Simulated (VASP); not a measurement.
Level of theory: PBE GGA, VASP's PBE PAW potentials (set 64) (plane waves; VASP).

The input files of a VASP run:

**KPOINTS**
```
Automatic mesh
0
Gamma
8 8 8
0 0 0
```

### INCAR
```
# general
SYSTEM  = GaAs
PREC    = Accurate
ENCUT   = 500   # plane-wave cut-off (eV)
LREAL   = F   # projection in real space or not
LASPH   = T   # aspherical one-centre terms

# electronic loop
EDIFF   = 1E-6   # SCF stop (eV)
NELM    = 100
ALGO    = Normal   # blocked Davidson
LMAXMIX = 4

# smearing
ISMEAR  = 0
SIGMA   = 0.05   # width (eV)

# functional
GGA     = PE   # PBE

# ions
IBRION  = 2   # conjugate gradients
NSW     = 40
ISIF    = 3   # ions, shape and volume
EDIFFG  = -0.02   # ionic stop
PSTRESS = 50

# output
LWAVE   = F
LCHARG  = F
```

**POSCAR**
```
GaAs
1
    0.0000000000     2.8757896027     2.8757896027
    2.8757896027     0.0000000000     2.8757896027
    2.8757896027     2.8757896027     0.0000000000
Ga As
1 1
Direct
  0.0000000000   0.0000000000   0.0000000000
  0.2500000000   0.2500000000   0.2500000000
```

POTCAR, in this order: Ga_d As (PBE.64 set). Program: vasp_std.

The resulting files:

**OSZICAR**
```
       N       E                     dE             d eps       ncg     rms          rms(c)
DAV:   1     0.808959374716E+02    0.80896E+02   -0.91405E+03   762   0.179E+03
DAV:   2    -0.171587008048E+01   -0.82612E+02   -0.79891E+02   799   0.326E+02
DAV:   3    -0.830239093219E+01   -0.65865E+01   -0.65499E+01   964   0.761E+01
DAV:   4    -0.841939477871E+01   -0.11700E+00   -0.11694E+00   869   0.112E+01
DAV:   5    -0.842154967584E+01   -0.21549E-02   -0.21548E-02   929   0.135E+00    0.276E+00
DAV:   6    -0.828615099168E+01    0.13540E+00   -0.25630E-01  1158   0.921E+00    0.166E+00
DAV:   7    -0.826986399735E+01    0.16287E-01   -0.67060E-02   972   0.202E+00    0.555E-01
DAV:   8    -0.827069002496E+01   -0.82603E-03   -0.10078E-02   874   0.139E+00    0.906E-02
DAV:   9    -0.827109381629E+01   -0.40379E-03   -0.10673E-03   926   0.474E-01    0.559E-02
DAV:  10    -0.827116036725E+01   -0.66551E-04   -0.79013E-05   972   0.945E-02    0.301E-02
DAV:  11    -0.827121610909E+01   -0.55742E-04   -0.88982E-05   804   0.798E-02    0.414E-03
DAV:  12    -0.827121644662E+01   -0.33754E-06   -0.14137E-06   716   0.190E-02
   1 F= -.67867830E+01 E0= -.67867694E+01  d E =-.678678E+01
       N       E                     dE             d eps       ncg     rms          rms(c)
DAV:   1    -0.101317304009E+02   -0.18605E+01   -0.23919E+01   979   0.888E+01    0.848E+00
DAV:   2    -0.853068967856E+01    0.16010E+01   -0.39398E+00   949   0.689E+01    0.349E+00
DAV:   3    -0.820384872893E+01    0.32684E+00   -0.25095E-01  1038   0.839E+00    0.117E+00
DAV:   4    -0.815571852745E+01    0.48130E-01   -0.31206E-02  1064   0.189E+00    0.337E-01
DAV:   5    -0.815069205607E+01    0.50265E-02   -0.40832E-03   865   0.853E-01    0.664E-02
DAV:   6    -0.815062999774E+01    0.62058E-04   -0.23709E-04  1142   0.164E-01    0.111E-02
DAV:   7    -0.815063755385E+01   -0.75561E-05   -0.19182E-05   844   0.394E-02    0.643E-03
DAV:   8    -0.815063995841E+01   -0.24046E-05   -0.34059E-06   829   0.185E-02    0.134E-03
DAV:   9    -0.815064001716E+01   -0.58758E-07   -0.16677E-07   497   0.487E-03
   2 F= -.68221661E+01 E0= -.68221661E+01  d E =-.353832E-01
       N       E                     dE             d eps       ncg     rms          rms(c)
DAV:   1    -0.847041256647E+01   -0.31977E+00   -0.34376E+00   989   0.410E+01    0.284E+00
DAV:   2    -0.828031191057E+01    0.19010E+00   -0.31921E-01   934   0.128E+01    0.134E+00
DAV:   3    -0.822961241554E+01    0.50699E-01   -0.71674E-02   984   0.573E+00    0.257E-01
DAV:   4    -0.822531780781E+01    0.42946E-02   -0.65131E-03   889   0.144E+00    0.959E-02
DAV:   5    -0.822477873098E+01    0.53908E-03   -0.41248E-04   971   0.306E-01    0.302E-02
DAV:   6    -0.822474741060E+01    0.31320E-04   -0.91968E-05   909   0.192E-01    0.133E-02
DAV:   7    -0.822474819584E+01   -0.78523E-06   -0.13579E-05   960   0.780E-02    0.331E-03
DAV:   8    -0.822474836997E+01   -0.17414E-06   -0.15646E-06   619   0.157E-02
   3 F= -.68414468E+01 E0= -.68414468E+01  d E =-.546639E-01
```

OUTCAR:
```
------------------------ aborting loop because EDIFF is reached ----------------------------------------
  FORCE on cell =-STRESS in cart. coord.  units (eV):
  Direction    XX          YY          ZZ          XY          YZ          ZX
  --------------------------------------------------------------------------------------
  Total        1.3843098      1.3843098      1.3843098      0.0000000      0.0000000     -0.0000000
  in kB       50.0364443     50.0364443     50.0364443      0.0000000      0.0000000     -0.0000000
  external PRESSURE =       0.0364443 kB  Pullay stress =      50.0000000 kB
  volume of cell :       44.33
      direct lattice vectors                 reciprocal lattice vectors
    -0.000000000  2.808940130  2.808940130    -0.178003082  0.178003082  0.178003082
     2.808940130  0.000000000  2.808940130     0.178003082 -0.178003082  0.178003082
     2.808940130  2.808940130  0.000000000     0.178003082  0.178003082 -0.178003082
  FREE ENERGIE OF THE ION-ELECTRON SYSTEM (eV)
  ---------------------------------------------------
  free  energy   TOTEN  =        -8.2247483700 eV

  energy  without entropy=       -8.2247483700  energy(sigma->0) =       -8.22474837
  enthalpy is  TOTEN    =        -6.8414468131 eV   P V=        1.3833015569

 reached required accuracy - stopping structural energy minimisation
```
(Selected blocks of OUTCAR.)

CONTCAR:
```
GaAs
   1.00000000000000
    -0.0000000000000000    2.8089401300151216    2.8089401300151216
     2.8089401300151216    0.0000000000000000    2.8089401300151216
     2.8089401300151216    2.8089401300151216    0.0000000000000000
  Ga              As
     1     1
Direct
     0.0000000000000000    0.0000000000000000    0.0000000000000000
     0.2500000000000000    0.2500000000000000    0.2500000000000000
```

Energy and stress use the plane-wave basis of the starting cell.

The compound is GaAs in the zinc blende structure. This run relaxes it under an external pressure of 5 GPa. Symmetry was kept, so distortions that lower it aren't found.
